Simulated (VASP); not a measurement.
Output of a VASP run:

**OUTCAR**
```
 ion  position               nearest neighbor table
   1  0.000  0.000  0.000-  37 2.09  45 2.09  48 2.09  56 2.09  24 2.09  62 2.09   3 3.24   5 3.24
 Subroutine IBZKPT returns following result:
 Found      1 irreducible k-points:

 Following reciprocal coordinates:
            Coordinates               Weight
  0.000000  0.000000  0.000000      1.000000
   k-points           NKPTS =      1   k-points in BZ     NKDIM =      1   number of bands    NBANDS=    224
   number of dos      NEDOS =    301   number of ions     NIONS =     70
   total plane-waves  NPLWV = 110592
   dimension x,y,z NGX =    48 NGY =   48 NGZ =   48
   dimension x,y,z NGXF=    96 NGYF=   96 NGZF=   96
   ions per type =              23  47
   PREC   = normal    normal or accurate (medium, high low for compatibility)
   ISTART =      0    job   : 0-new  1-cont  2-samecut
   ICHARG =      2    charge: 1-file 2-atom 10-const
   ISPIN  =      1    spin polarized calculation?
   LNONCOLLINEAR =      F non collinear calculations
   LSORBIT =      F    spin-orbit coupling
   INIWAV =      1    electr: 0-lowe 1-rand  2-diag
   ENCUT  =  400.0 eV  29.40 Ry    5.42 a.u.  15.74 15.74 15.84*2*pi/ulx,y,z
   NELM   =    100;   NELMIN=  4; NELMDL= -5     # of ELM steps
   EDIFF  = 0.1E-04   stopping-criterion for ELM
   LREAL  =      T    real-space projection
   NLSPLINE    = F    spline interpolate recip. space projectors
   LMAXMIX     =    4 max onsite mixed and CHGCAR
   VOSKOWN=      0    Vosko Wilk Nusair interpolation
   EDIFFG = -.3E-01   stopping-criterion for IOM
   NSW    =     60    number of steps for IOM
   NBLOCK =      1;   KBLOCK =     60    inner block; outer block
   IBRION =      2    ionic relax: 0-MD 1-quasi-New 2-CG
   NFREE  =      1    steps in history (QN), initial steepest desc. (CG)
   ISIF   =      2    stress and relaxation
   ISYM   =      0    0-nonsym 1-usesym 2-fastsym
   TEIN   =    0.0    initial temperature
   TEBEG  =    0.0;   TEEND  =   0.0 temperature during run
   SMASS  =  -3.00    Nose mass-parameter (am)
   PSTRESS=    0.0 pullay stress
   NELECT =     374.0000    total number of electrons
   EFERMI =   0.00;   METHOD = LEGACY
   ISMEAR =     0;   SIGMA  =   0.05  broadening in eV -4-tet -1-fermi 0-gaus
   IALGO  =     68    algorithm
   LDIAG  =      T    sub-space diagonalisation (order eigenvalues)
   IMIX   =      4    mixing-type and parameters
     AMIX     =   0.40;   BMIX     =  1.00
     AMIX_MAG =   1.60;   BMIX_MAG =  1.00
     AMIN     =   0.10
   GGA     = PE    functional components
   VOSKOWN =     0    Vosko Wilk Nusair interpolation
   LHFCALC =     F    Hartree Fock is set to
   LHFONE  =     F    Hartree Fock one center treatment
   AEXX    =    0.0000 exact exchange contribution
   IVDW    =     0    specifies the selected vdW correction
   LEPSILON=     F    determine dielectric tensor
   LRPA    =     F    only Hartree local field effects (RPA)
  energy-cutoff  :      400.00
  volume of cell :      904.59
      direct lattice vectors                 reciprocal lattice vectors
     9.649823632  0.000000000  0.000000000     0.103628837  0.000000000  0.000000000
     0.000000000  9.649823632  0.000000000     0.000000000  0.103628837  0.000000000
     0.000000000  0.000000000  9.714305805     0.000000000  0.000000000  0.102940964
 k-point     1 :   0.0000 0.0000 0.0000  plane waves:    8204
 maximum number of plane-waves:      8204
```

### OSZICAR
```
...
  19 F= -.43041670E+03 E0= -.43041151E+03  d E =-.252858E-02
       N       E                     dE             d eps       ncg     rms          rms(c)
DAV:   1    -0.430416633670E+03    0.61316E-04   -0.72955E-01   448   0.211E+00    0.237E-01
RMM:   2    -0.430422963531E+03   -0.63299E-02   -0.19233E-02   448   0.303E-01    0.952E-01
RMM:   3    -0.430417009474E+03    0.59541E-02   -0.26326E-03   448   0.121E-01    0.216E-01
RMM:   4    -0.430417934679E+03   -0.92520E-03   -0.80814E-04   465   0.611E-02    0.124E-01
RMM:   5    -0.430417832256E+03    0.10242E-03   -0.18932E-04   433   0.266E-02    0.553E-02
RMM:   6    -0.430417822328E+03    0.99282E-05   -0.94545E-05   401   0.172E-02
  20 F= -.43041782E+03 E0= -.43041278E+03  d E =-.112604E-02
       N       E                     dE             d eps       ncg     rms          rms(c)
DAV:   1    -0.430417804738E+03    0.27518E-04   -0.39656E-03   504   0.147E-01    0.644E-02
RMM:   2    -0.430418285874E+03   -0.48114E-03   -0.50301E-04   445   0.337E-02    0.264E-01
RMM:   3    -0.430417712275E+03    0.57360E-03   -0.24150E-04   398   0.273E-02    0.284E-02
RMM:   4    -0.430417779351E+03   -0.67075E-04   -0.31949E-05   309   0.137E-02    0.183E-02
RMM:   5    -0.430417782586E+03   -0.32350E-05   -0.10122E-05   255   0.544E-03
  21 F= -.43041778E+03 E0= -.43041262E+03  d E =-.108630E-02
       N       E                     dE             d eps       ncg     rms          rms(c)
DAV:   1    -0.430417456871E+03    0.32248E-03   -0.50311E-01   472   0.175E+00    0.148E-01
RMM:   2    -0.430419269893E+03   -0.18130E-02   -0.11037E-02   448   0.236E-01    0.349E-01
RMM:   3    -0.430418302029E+03    0.96786E-03   -0.11360E-03   452   0.765E-02    0.777E-02
RMM:   4    -0.430418407259E+03   -0.10523E-03   -0.31031E-04   483   0.322E-02    0.119E-01
RMM:   5    -0.430418319508E+03    0.87751E-04   -0.76826E-05   358   0.172E-02    0.458E-02
RMM:   6    -0.430418356525E+03   -0.37017E-04   -0.78253E-05   368   0.154E-02    0.840E-02
RMM:   7    -0.430418304906E+03    0.51619E-04   -0.51784E-05   344   0.134E-02    0.170E-02
RMM:   8    -0.430418311645E+03   -0.67389E-05   -0.10342E-05   268   0.685E-03
  22 F= -.43041831E+03 E0= -.43041316E+03  d E =-.529060E-03
       N       E                     dE             d eps       ncg     rms          rms(c)
DAV:   1    -0.430418311351E+03   -0.64445E-05   -0.22156E-04   480   0.367E-02    0.391E-03
RMM:   2    -0.430418312172E+03   -0.82099E-06   -0.50760E-06   237   0.529E-03    0.872E-03
RMM:   3    -0.430418311713E+03    0.45855E-06   -0.37977E-07   118   0.178E-03    0.348E-03
RMM:   4    -0.430418311802E+03   -0.89000E-07   -0.48981E-08    52   0.129E-03
  23 F= -.43041831E+03 E0= -.43041318E+03  d E =-.529217E-03
       N       E                     dE             d eps       ncg     rms          rms(c)
DAV:   1    -0.430418406783E+03   -0.95069E-04   -0.12812E-01   448   0.892E-01    0.774E-02
RMM:   2    -0.430418866221E+03   -0.45944E-03   -0.29468E-03   448   0.123E-01    0.175E-01
RMM:   3    -0.430418642983E+03    0.22324E-03   -0.31933E-04   455   0.404E-02    0.500E-02
RMM:   4    -0.430418669842E+03   -0.26858E-04   -0.84219E-05   379   0.174E-02    0.728E-02
RMM:   5    -0.430418637849E+03    0.31992E-04   -0.21509E-05   279   0.972E-03    0.259E-02
RMM:   6    -0.430418639249E+03   -0.14002E-05   -0.14773E-05   273   0.765E-03
  24 F= -.43041864E+03 E0= -.43041359E+03  d E =-.327447E-03
```

### OUTCAR
```
------------------------ aborting loop because EDIFF is reached ----------------------------------------
  FORCE on cell =-STRESS in cart. coord.  units (eV):
  Direction    XX          YY          ZZ          XY          YZ          ZX
  --------------------------------------------------------------------------------------
  Total      -23.4462265    -23.4493430    -24.9969111     -2.4444519      2.3870882     -2.3799933
  in kB      -41.5272350    -41.5327549    -44.2737598     -4.3295379      4.2279371     -4.2153709
  external PRESSURE =     -42.4445833 kB  Pullay stress =       0.0000000 kB
  volume of cell :      904.59
      direct lattice vectors                 reciprocal lattice vectors
     9.649823632  0.000000000  0.000000000     0.103628837  0.000000000  0.000000000
     0.000000000  9.649823632  0.000000000     0.000000000  0.103628837  0.000000000
     0.000000000  0.000000000  9.714305805     0.000000000  0.000000000  0.102940964
 POSITION                                       TOTAL-FORCE (eV/Angst)
 -----------------------------------------------------------------------------------
      9.59550      0.05372      9.70740        -0.003560      0.003998      0.012746
      2.43307      2.42113      1.64837        -0.002088     -0.002754     -0.002252
      9.56610      0.08350      3.25689        -0.004537     -0.007420     -0.010732
      2.42873      2.42426      4.83063         0.000616      0.003588     -0.000821
      0.04998      9.59834      6.47546         0.002361     -0.001253      0.002480
      2.41232      2.41163      8.09352         0.003961      0.004344     -0.000816
      0.00385      4.80817      0.00780         0.000086     -0.002484     -0.001030
      2.24384      7.40490      1.65208         0.003225     -0.004172     -0.003182
      9.64938      4.81230      3.23916         0.000742     -0.004671     -0.003074
      2.42962      7.21936      4.87568        -0.000864      0.001359      0.002676
      0.00211      4.83103      6.47990        -0.001307     -0.008470      0.001411
      2.45607      7.19300      8.12838         0.002191     -0.003257      0.006752
      4.84082      9.64499      0.00776         0.002922     -0.000426     -0.000141
      7.16203      2.48679      1.61399        -0.001503     -0.000843     -0.004473
      4.83677      9.64974      3.23907         0.003777     -0.000111     -0.003207
      7.21467      2.43506      4.85625        -0.005475      0.004642     -0.006838
      4.81799      9.64716      6.47976         0.008776      0.000858      0.002982
      7.26731      2.38194      8.06114        -0.006780      0.005006      0.012089
      4.99278      4.65602      9.58206         0.002800      0.002681      0.001155
      7.22849      7.21647      1.64885         0.002067      0.001613     -0.009023
      7.22447      7.21980      4.83065        -0.004036     -0.000915      0.003543
      4.81919      4.82957      6.33217         0.006959     -0.005022     -0.008241
      7.23651      7.23601      8.09382        -0.000635     -0.000943      0.002637
      1.48402      1.49379      0.01045         0.004364     -0.002855      0.003472
      3.87420      0.90079      1.61236        -0.004516     -0.004449      0.000475
      0.91385      3.86742      1.61868         0.004725      0.007710      0.000121
      3.33610      3.39178      0.00567        -0.000892     -0.000331     -0.000372
      1.44103      1.44003      3.24079         0.002467      0.008125      0.001218
      3.86936      0.89614      4.85396         0.001344      0.004868      0.006431
      0.92858      3.89316      4.86193        -0.005149     -0.001504      0.003149
      3.29366      3.34066      3.23233         0.001163     -0.000030     -0.003054
      1.49147      1.46410      6.47046        -0.002130     -0.000024      0.003472
      3.88109      0.92056      8.11803        -0.002648     -0.001388     -0.005988
      0.94573      3.89935      8.10159         0.000589      0.000452     -0.001726
      3.34075      3.33260      6.47669         0.005283     -0.000246      0.000447
      1.56343      6.24787      0.07438         0.008317     -0.003251      0.003837
      0.84432      8.80429      1.61464        -0.001065      0.001638     -0.006905
      3.40137      8.08496      0.07454         0.003612     -0.007326      0.003797
      1.49895      6.29538      3.20255        -0.000714     -0.002882      0.006784
      3.83491      5.81454      4.90572        -0.004645      0.003864     -0.010305
      0.94817      8.70101      4.83141         0.001694     -0.002421      0.007770
      3.35348      8.15001      3.20250         0.004012      0.002201      0.006522
      1.45179      6.32379      6.52572         0.002794     -0.000388     -0.001308
      3.94140      5.70723      8.11438        -0.002373      0.002830     -0.008959
      0.95392      8.69521      8.15340        -0.007038      0.007197      0.002689
      3.32552      8.19695      6.52555         0.000280     -0.001503     -0.000532
      6.29555      1.48576      9.68343        -0.000033      0.006536     -0.000976
      8.65487      0.99354      1.59310        -0.000540      0.001084      0.002172
      5.71769      3.92880      1.55381         0.005679     -0.001218     -0.009914
      8.16253      3.35401      9.68363        -0.004744     -0.001311     -0.000627
      6.32094      1.45877      3.22858        -0.002956     -0.001511      0.006555
      8.70049      0.94841      4.91191         0.000698     -0.000726      0.005526
      5.80264      3.85308      4.87901        -0.002170     -0.008647     -0.001873
      8.19169      3.32699      3.22804         0.000948      0.004663      0.006698
      6.32580      1.42231      6.47761        -0.003318      0.002216     -0.004094
      8.73169      0.91696      8.06420        -0.006880      0.007652     -0.000595
...
```
(Selected blocks of OUTCAR.)

**POSCAR**
```
Sn23O47
1
    9.6498236318     0.0000000000     0.0000000000
    0.0000000000     9.6498236318     0.0000000000
    0.0000000000     0.0000000000     9.7143058051
Sn O
23 47
Direct
  0.0000000000   0.0000000000   0.0000000000
  0.2500000000   0.2500000000   0.1666670000
  0.0000000000   0.0000000000   0.3333330000
  0.2500000000   0.2500000000   0.5000000000
  0.0000000000   0.0000000000   0.6666670000
  0.2500000000   0.2500000000   0.8333330000
  0.0000000000   0.5000000000   0.0000000000
  0.2500000000   0.7500000000   0.1666670000
  0.0000000000   0.5000000000   0.3333330000
  0.2500000000   0.7500000000   0.5000000000
  0.0000000000   0.5000000000   0.6666670000
  0.2500000000   0.7500000000   0.8333330000
  0.5000000000   0.0000000000   0.0000000000
  0.7500000000   0.2500000000   0.1666670000
  0.5000000000   0.0000000000   0.3333330000
  0.7500000000   0.2500000000   0.5000000000
  0.5000000000   0.0000000000   0.6666670000
  0.7500000000   0.2500000000   0.8333330000
  0.4983080000   0.4995700000   0.9958660000
  0.7500000000   0.7500000000   0.1666670000
  0.7500000000   0.7500000000   0.5000000000
  0.5010220000   0.4955450000   0.6694220000
  0.7500000000   0.7500000000   0.8333330000
  0.1535000000   0.1535000000   0.0000000000
  0.4035000000   0.0965000000   0.1666670000
  0.0965000000   0.4035000000   0.1666670000
  0.3465000000   0.3465000000   0.0000000000
  0.1535000000   0.1535000000   0.3333330000
  0.4035000000   0.0965000000   0.5000000000
  0.0965000000   0.4035000000   0.5000000000
  0.3447050000   0.3422530000   0.3300770000
  0.1535000000   0.1535000000   0.6666670000
  0.4035000000   0.0965000000   0.8333330000
  0.0965000000   0.4035000000   0.8333330000
  0.3465000000   0.3465000000   0.6666670000
  0.1535000000   0.6535000000   0.0000000000
  0.0965000000   0.9035000000   0.1666670000
  0.3465000000   0.8465000000   0.0000000000
  0.1535000000   0.6535000000   0.3333330000
  0.4043910000   0.5935500000   0.5029930000
  0.0965000000   0.9035000000   0.5000000000
  0.3465000000   0.8465000000   0.3333330000
  0.1535000000   0.6535000000   0.6666670000
  0.4035000000   0.5965000000   0.8333330000
  0.0965000000   0.9035000000   0.8333330000
  0.3465000000   0.8465000000   0.6666670000
  0.6535000000   0.1535000000   0.0000000000
  0.9035000000   0.0965000000   0.1666670000
  0.5948500000   0.3997080000   0.1627860000
  0.8465000000   0.3465000000   0.0000000000
  0.6535000000   0.1535000000   0.3333330000
  0.9035000000   0.0965000000   0.5000000000
  0.5993730000   0.4086110000   0.4954740000
  0.8465000000   0.3465000000   0.3333330000
  0.6535000000   0.1535000000   0.6666670000
  0.9035000000   0.0965000000   0.8333330000
  0.5965000000   0.4035000000   0.8333330000
  0.8465000000   0.3465000000   0.6666670000
  0.6535000000   0.6535000000   0.0000000000
  0.9035000000   0.5965000000   0.1666670000
  0.5965000000   0.9035000000   0.1666670000
  0.8465000000   0.8465000000   0.0000000000
  0.6580320000   0.6543650000   0.3305490000
  0.9035000000   0.5965000000   0.5000000000
  0.5965000000   0.9035000000   0.5000000000
  0.8465000000   0.8465000000   0.3333330000
  0.6535000000   0.6535000000   0.6666670000
  0.9035000000   0.5965000000   0.8333330000
  0.5965000000   0.9035000000   0.8333330000
  0.8465000000   0.8465000000   0.6666670000
```

### Question
Reconstruct the remaining input files.

### Answer
Several could match; the one computed here: the input of the run itself, PBE GGA, plane waves, VASP's PBE PAW potentials (set 64).

### KPOINTS
```
Automatic mesh
0
Gamma
1 1 1
0 0 0
```

### INCAR
```
# general
SYSTEM  = Sn23O47
PREC    = Normal
ENCUT   = 400
LREAL   = Auto   # projection in real space or not
LASPH   = .TRUE.   # aspherical one-centre terms
ISYM    = 0

# electronic loop
EDIFF   = 1E-5   # SCF stop (eV)
NELM    = 100   # most electronic steps
NELMIN  = 4
ALGO    = Fast   # Davidson, then RMM-DIIS
LMAXMIX = 4

# smearing
ISMEAR  = 0   # Gaussian
SIGMA   = 0.05   # width (eV)

# functional
GGA     = PE

# ions
IBRION  = 2
NSW     = 60   # most ionic steps
ISIF    = 2
EDIFFG  = -0.03   # ionic stop

# output
LWAVE   = .FALSE.
LCHARG  = .FALSE.
```

POTCAR, in this order: Sn O (PBE.64 set). Program: vasp_gam.

At this cut-off the stress carries a Pulay error, which pulls relaxed volumes low. The supercell is sampled at Γ alone, which is coarse: total energies, pressure and levels can be off, energies of defects by several tenths of an eV.

The cell is a supercell with a defect, built from SnO2 (rutile): vac_Sn-vac_O. The run is not spin-polarised, so no state with unpaired spins was tried.
